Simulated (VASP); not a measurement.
# Bi2Ir2O7 (Fd-3m) in VASP: further runs, part 2 of 2

VASP 6.6.1.

## 3. Relaxation of cell and atoms, LDA

This run uses another cell than the first one, of 12.20 Å³/atom, 0.970 times its volume.

The input, INCAR:

```
PREC     = Accurate       # precision mode
ENCUT    = 600            # plane-wave cutoff, eV
EDIFF    = 1E-7           # SCF threshold, eV
ISMEAR   = 1              # smearing method
SIGMA    = 0.1            # smearing width, eV
LREAL    = F              # projectors in reciprocal space
LASPH    = T              # aspherical terms in the spheres
NELM     = 80             # most SCF steps
ALGO     = Normal         # electronic algorithm
ISIF     = 3              # what is computed and relaxed
LWAVE    = F              # write WAVECAR
LCHARG   = F              # write CHGCAR
IBRION   = 2              # ionic algorithm
NSW      = 90             # ionic steps
EDIFFG   = -0.005         # ionic threshold
KPAR     = 8
```

The input, KPOINTS:

```
regular mesh
0
Gamma
  6 6 6
```

The input, POSCAR:

```
Bi2Ir2O7                                
1.0
    0.0000000000      5.1202506944      5.1202506944
    5.1202506944     -0.0000000000      5.1202506944
    5.1202506944      5.1202506944     -0.0000000000
  Bi              Ir              O             
     4     4    14
Direct
     0.1250000000000000    0.6250000000000000    0.6250000000000000
     0.6250000000000000    0.1250000000000000    0.6250000000000000
     0.6250000000000000    0.6250000000000000    0.1250000000000000
     0.6250000000000000    0.6250000000000000    0.6250000000000000
     0.6250000000000000    0.1250000000000000    0.1250000000000000
     0.1250000000000000    0.6250000000000000    0.1250000000000000
     0.1250000000000000    0.1250000000000000    0.6250000000000000
     0.1250000000000000    0.1250000000000000    0.1250000000000000
     0.2063381743351210    0.2063381743351210    0.7936618256648791
     0.7936618256648791    0.7936618256648791    0.2063381743351210
     0.2063381743351210    0.7936618256648791    0.2063381743351210
     0.7936618256648791    0.2063381743351210    0.7936618256648791
     0.7936618256648791    0.2063381743351210    0.2063381743351210
     0.2063381743351210    0.7936618256648791    0.7936618256648791
     0.0436618256648790    0.0436618256648790    0.4563381743351209
     0.4563381743351209    0.4563381743351209    0.0436618256648790
     0.0436618256648790    0.4563381743351209    0.0436618256648790
     0.4563381743351209    0.0436618256648790    0.4563381743351209
     0.4563381743351209    0.0436618256648790    0.0436618256648790
     0.0436618256648790    0.4563381743351209    0.4563381743351209
     0.7500000000000000    0.7500000000000000    0.7500000000000000
     0.5000000000000000    0.5000000000000000    0.5000000000000000
```

Potentials or basis: VASP PAW LDA potentials, release 64 (Bi_d, Ir, O).

Launch:

```bash
cat potpaw_LDA.64/Bi_d/POTCAR potpaw_LDA.64/Ir/POTCAR potpaw_LDA.64/O/POTCAR > POTCAR
mpirun -np 8 vasp_std > vasp.out
```

OUTCAR:

```text
PREC = Accurate
   ENCUT = 600
   EDIFF = 1E-7
   ISMEAR = 1
   LREAL = F
   LASPH = T
   NELM = 80
   ISIF = 3
   IBRION = 2
   NSW = 90
   EDIFFG = -0.005

 ion  position               nearest neighbor table
   1  0.125  0.625  0.625-  21 2.22  22 2.22  14 2.50  15 2.50  17 2.50  20 2.50   9 2.50  11 2.50
                             7 3.62   4 3.62   6 3.62   3 3.62   6 3.62   8 3.62   2 3.62   7 3.62
   2  0.625  0.125  0.625-  21 2.22  22 2.22  13 2.50  15 2.50  18 2.50  19 2.50   9 2.50  12 2.50
                             7 3.62   4 3.62   5 3.62   3 3.62   5 3.62   8 3.62   1 3.62   3 3.62
   3  0.625  0.625  0.125-  21 2.22  22 2.22  13 2.50  16 2.50  17 2.50  19 2.50  10 2.50  11 2.50
                             6 3.62   4 3.62   5 3.62   1 3.62   2 3.62   4 3.62   2 3.62   5 3.62
   4  0.625  0.625  0.625-  21 2.22  22 2.22  14 2.50  16 2.50  18 2.50  20 2.50  10 2.50  12 2.50
                             3 3.62   1 3.62   2 3.62   3 3.62   5 3.62   6 3.62   2 3.62   5 3.62
   5  0.625  0.125  0.125-  10 1.99  12 1.99  13 1.99  16 1.99  18 1.99  19 1.99   2 3.62   3 3.62
                             2 3.62   4 3.62   3 3.62   4 3.62
   6  0.125  0.625  0.125-  10 1.99  11 1.99  14 1.99  16 1.99  17 1.99  20 1.99   1 3.62   3 3.62
                             1 3.62   4 3.62   3 3.62   4 3.62
   7  0.125  0.125  0.625-   9 1.99  12 1.99  14 1.99  15 1.99  18 1.99  20 1.99   1 3.62   2 3.62
                             1 3.62   4 3.62   2 3.62   4 3.62
   8  0.125  0.125  0.125-   9 1.99  11 1.99  13 1.99  15 1.99  17 1.99  19 1.99   1 3.62   2 3.62
                             1 3.62   3 3.62   2 3.62   3 3.62
   9  0.206  0.206  0.794-   7 1.99   8 1.99   1 2.50   2 2.50
  10  0.794  0.794  0.206-   5 1.99   6 1.99   3 2.50   4 2.50
  11  0.206  0.794  0.206-   6 1.99   8 1.99   1 2.50   3 2.50
  12  0.794  0.206  0.794-   5 1.99   7 1.99   2 2.50   4 2.50
  13  0.794  0.206  0.206-   5 1.99   8 1.99   2 2.50   3 2.50
  14  0.206  0.794  0.794-   6 1.99   7 1.99   1 2.50   4 2.50
  15  0.044  0.044  0.456-   7 1.99   8 1.99   1 2.50   2 2.50
  16  0.456  0.456  0.044-   5 1.99   6 1.99   3 2.50   4 2.50
  17  0.044  0.456  0.044-   6 1.99   8 1.99   1 2.50   3 2.50
  18  0.456  0.044  0.456-   5 1.99   7 1.99   2 2.50   4 2.50
  19  0.456  0.044  0.044-   5 1.99   8 1.99   2 2.50   3 2.50
  20  0.044  0.456  0.456-   6 1.99   7 1.99   1 2.50   4 2.50
  21  0.750  0.750  0.750-   1 2.22   2 2.22   3 2.22   4 2.22
  22  0.500  0.500  0.500-   1 2.22   2 2.22   3 2.22   4 2.22

  LATTYP: Found a face centered cubic cell.
 ALAT       =    10.2405013888

  Lattice vectors:

 A1 = (   0.0000000000,   5.1202506944,   5.1202506944)
 A2 = (   5.1202506944,   0.0000000000,   5.1202506944)
 A3 = (   5.1202506944,   5.1202506944,   0.0000000000)

Analysis of symmetry for initial positions (statically):
=====================================================================
 Subroutine PRICEL returns:
 Original cell was already a primitive cell.

 Routine SETGRP: Setting up the symmetry group for a
 face centered cubic supercell.

 Subroutine GETGRP returns: Found 48 space group operations
 (whereof 24 operations were pure point group operations)
 out of a pool of 48 trial point group operations.

The static configuration has the point symmetry T_d .
 The point group associated with its full space group is O_h .

Analysis of symmetry for dynamics (positions and initial velocities):
=====================================================================
 Subroutine PRICEL returns:
 Original cell was already a primitive cell.

 Routine SETGRP: Setting up the symmetry group for a
 face centered cubic supercell.

 Subroutine GETGRP returns: Found 48 space group operations
 (whereof 24 operations were pure point group operations)
 out of a pool of 48 trial point group operations.

The dynamic configuration has the point symmetry T_d .
 The point group associated with its full space group is O_h .
[... 123 lines left out ...]
   ICHARG =      2    charge: 1-file 2-atom 10-const
   ISPIN  =      1    spin polarized calculation?
   LNONCOLLINEAR =      F non collinear calculations
   LSORBIT =      F    spin-orbit coupling
   LASPH  =      T    aspherical Exc in radial PAW
   ENCUT  =  600.0 eV  44.10 Ry    6.64 a.u.  14.46 14.46 14.46*2*pi/ulx,y,z
   NELM   =     80;   NELMIN=  2; NELMDL= -5     # of ELM steps
   EDIFF  = 0.1E-06   stopping-criterion for ELM
   LREAL  =      F    real-space projection
   EDIFFG = -.5E-02   stopping-criterion for IOM
   NSW    =     90    number of steps for IOM
   IBRION =      2    ionic relax: 0-MD 1-quasi-New 2-CG
   NFREE  =      1    steps in history (QN), initial steepest desc. (CG)
   ISIF   =      3    stress and relaxation
   ISYM   =      2    0-nonsym 1-usesym 2-fastsym
   POTIM  = 0.5000    time-step for ionic-motion
   TEBEG  =    0.0;   TEEND  =   0.0 temperature during run
   PSTRESS=    0.0 pullay stress
   NELECT =     180.0000    total number of electrons
   NUPDOWN=      -1.0000    fix difference up-down
   EMIN   =  10.00;   EMAX   =-10.00  energy-range for DOS
   EFERMI =   0.00;   METHOD = LEGACY
   ISMEAR =     1;   SIGMA  =   0.10  broadening in eV -4-tet -1-fermi 0-gaus
   EFERMI_NEDOS =   21; number of points for ismear=-14 and -15
   IALGO  =     38    algorithm
   IMIX   =      4    mixing-type and parameters
     AMIX     =   0.40;   BMIX     =  1.00
     AMIX_MAG =   1.60;   BMIX_MAG =  1.00
  volume/ion in A,a.u.               =      12.20        82.35
  Fermi-wavevector in a.u.,A,eV,Ry     =   1.432840  2.707675 27.933185  2.053031
  Thomas-Fermi vector in A             =   2.552424
   LORBIT       =      0    0 simple, 1 ext, 2 COOP (PROOUT), +10 PAW based schemes
   GGA     = CA    functional components
   LHFCALC =     F    Hartree Fock is set to
   AEXX    =    0.0000 exact exchange contribution
   IVDW    =     0    specifies the selected vdW correction
   LEPSILON=     F    determine dielectric tensor
   LRPA    =     F    only Hartree local field effects (RPA)
 conjugate gradient relaxation of ions
 non-spin polarized calculation
 Methfessel and Paxton  Order N= 1 SIGMA  =   0.10
  energy-cutoff  :      600.00
  volume of cell :      268.47
 maximum number of plane-waves:      9004
 NGX is ok and might be reduce to    60
   NGX = 29   NGY = 29   NGZ = 29

--------------------------------------- Ionic step        1  -------------------------------------------

 number of electron     179.9999996 magnetization

 Free energy of the ion-electron system (eV)
  ---------------------------------------------------
  ext. energy  EPLUGINS =         0.00000000
  ---------------------------------------------------
  free energy    TOTEN  =      -163.64621212 eV

  energy without entropy =     -163.64715919  energy(sigma->0) =     -163.64652781

------------------------ aborting loop because EDIFF is reached ----------------------------------------

  FORCE on cell =-STRESS in cart. coord.  units (eV):
  Direction    XX          YY          ZZ          XY          YZ          ZX
  --------------------------------------------------------------------------------------
  -------------------------------------------------------------------------------------
  Total        0.1288498      0.1288498      0.1288498      0.0000000     -0.0000000      0.0000000
  in kB        0.7689367      0.7689367      0.7689367      0.0000000     -0.0000000      0.0000000
  external PRESSURE =       0.7689367 kB  Pullay stress =       0.0000000 kB
[... 211 lines left out ...]
--------------------------------------- Ionic step        5  -------------------------------------------

 number of electron     179.9999997 magnetization

 Free energy of the ion-electron system (eV)
  ---------------------------------------------------
  ext. energy  EPLUGINS =         0.00000000
  ---------------------------------------------------
  free energy    TOTEN  =      -163.64625468 eV

  energy without entropy =     -163.64722578  energy(sigma->0) =     -163.64657838

 E-fermi :   7.4881     XC(G=0): -12.1383

 val. band max:        7.4669077267   @ k =   0.5000   0.0000   0.0000
 cond. band min:       7.4928715018   @ k =   0.5000   0.5000   0.0000
 fundamental gap:      0.0259637751
 Fermi energy:         7.4880984000

 k-point     1 :       0.0000    0.0000    0.0000
  band No.  band energies     occupation
      1     -16.4477      2.00000
      2     -15.7952      2.00000
      3     -15.7952      2.00000
      4     -15.7952      2.00000
      5     -15.7950      2.00000
      6     -15.7950      2.00000
[... 1669 lines left out ...]
    101      11.2438      0.00000
    102      11.2438      0.00000
 [bands above 102 left out]

------------------------ aborting loop because EDIFF is reached ----------------------------------------

  FORCE on cell =-STRESS in cart. coord.  units (eV):
  Direction    XX          YY          ZZ          XY          YZ          ZX
  --------------------------------------------------------------------------------------
  -------------------------------------------------------------------------------------
  Total       -0.0030398     -0.0030398     -0.0030398     -0.0000000     -0.0000000     -0.0000000
  in kB       -0.0181335     -0.0181335     -0.0181335     -0.0000000     -0.0000000     -0.0000000
  external PRESSURE =      -0.0181335 kB  Pullay stress =       0.0000000 kB
[... 37 lines left out ...]
  FREE ENERGIE OF THE ION-ELECTRON SYSTEM (eV)
  ---------------------------------------------------
  free  energy   TOTEN  =      -163.6462546849 eV

  energy  without entropy=     -163.6472257794  energy(sigma->0) =     -163.64657838

 reached required accuracy - stopping structural energy minimisation
```

Run time: 7.1 min. Hardware: 8 MPI ranks of Intel Xeon 6975P-C (Granite Rapids), shared host; peak memory 0.71 GiB.

What came out:

| Property | Result |
| --- | --- |
| Free energy | -163.6463 eV |
| Relaxed volume | 12.21 Å³/atom |
| Relaxed cell | a = 7.242 Å, b = 7.242 Å, c = 7.242 Å, α = 60.00°, β = 60.00°, γ = 60.00° |
| Space group after relaxing (to 0.05 Å) | Fd-3m (No. 227) |
| Energy gained by relaxing | 0.0 meV/atom |
| Ionic steps | 5 |
| Pressure after relaxing | 0.0 GPa |
| Band gap on the k mesh | none (metal or under the smearing width) |

Final structure:
```xyz
22
Lattice="0.0000 5.1209 5.1209 5.1209 0.0000 5.1209 5.1209 5.1209 0.0000" Properties=species:S:1:pos:R:3 pbc="T T T"
Bi    6.4012    3.8407    3.8407
Bi    3.8407    6.4012    3.8407
Bi    3.8407    3.8407    6.4012
Bi    6.4012    6.4012    6.4012
Ir    1.2802    3.8407    3.8407
Ir    3.8407    1.2802    3.8407
Ir    3.8407    3.8407    1.2802
Ir    1.2802    1.2802    1.2802
O     5.1209    5.1209    2.1130
O     5.1209    5.1209    8.1289
O     5.1209    2.1130    5.1209
O     5.1209    8.1289    5.1209
O     2.1130    5.1209    5.1209
O     8.1289    5.1209    5.1209
O     2.5605    2.5605    0.4475
O     2.5605    2.5605    4.6734
O     2.5605    0.4475    2.5605
O     2.5605    4.6734    2.5605
O     0.4475    2.5605    2.5605
O     4.6734    2.5605    2.5605
O     7.6814    7.6814    7.6814
O     5.1209    5.1209    5.1209
```

Levels at points of the mesh, in eV from the Fermi level:
```tsv
k point	band 86	band 87	band 88	band 89	band 90	band 91	band 92	band 93	band 94	band 95
(0.00, 0.00, 0.00)	-0.73	-0.73	-0.73	-0.30	0.85	0.85	0.85	1.68	2.34	2.34
(0.50, 0.00, 0.00)	-1.14	-0.68	-0.68	-0.13	-0.02	-0.02	0.48	1.65	2.21	2.21
(0.50, 0.50, 0.00)	-1.05	-0.58	-0.58	-0.04	-0.04	0.00	0.00	1.61	1.61	2.73
```

Caveat: spin-orbit coupling is left out, which moves the levels of the heavy elements.
